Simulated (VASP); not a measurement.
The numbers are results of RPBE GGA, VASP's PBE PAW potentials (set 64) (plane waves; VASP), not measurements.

VASP ran on this input.

**INCAR**
```
ALGO = Normal
EDIFF = 1E-7
ENCUT = 520
GGA = RP
ISIF = 2
ISMEAR = 0
LASPH = .TRUE.
LCHARG = .FALSE.
LREAL = .FALSE.
LWAVE = .FALSE.
NELM = 100
PREC = Accurate
SIGMA = 0.05
SYSTEM = LiF
```

**POSCAR**
```
LiF
1
    0.0000000000     2.0689308720     2.0689308720
    2.0689308720     0.0000000000     2.0689308720
    2.0689308720     2.0689308720     0.0000000000
Li F
1 1
Direct
  0.0000000000   0.0000000000   0.0000000000
  0.5000000000   0.5000000000   0.5000000000
```

KPOINTS:
```
Automatic mesh
0
Gamma
11 11 11
0 0 0
```

POTCAR, in this order: Li_sv F (PBE.64 set). Program: vasp_std.

Predict the energy per atom (σ→0), band gap (on the k-mesh).

```yaml
energy per atom (σ→0): -445.3 kJ/mol-atom
band gap (on the k-mesh): 8.67 eV
```

OSZICAR:
```
...
DAV:   8    -0.923093239056E+01   -0.17126E-01   -0.33117E-02  1312   0.224E+00    0.116E-01
DAV:   9    -0.923123567141E+01   -0.30328E-03   -0.12803E-03  1163   0.385E-01    0.484E-02
DAV:  10    -0.923140177821E+01   -0.16611E-03   -0.41770E-04  1141   0.189E-01    0.119E-02
DAV:  11    -0.923141018380E+01   -0.84056E-05   -0.77679E-06  1365   0.324E-02    0.326E-03
DAV:  12    -0.923140955874E+01    0.62505E-06   -0.16506E-06  1083   0.147E-02    0.104E-03
DAV:  13    -0.923140971089E+01   -0.15215E-06   -0.82508E-08  1229   0.258E-03    0.953E-05
DAV:  14    -0.923140977107E+01   -0.60176E-07   -0.29019E-09   578   0.667E-04
   1 F= -.92314098E+01 E0= -.92314098E+01  d E =-.187852E-18
```

The compound is LiF in the rock salt structure. It was relaxed first, which changed the volume by +8 %.
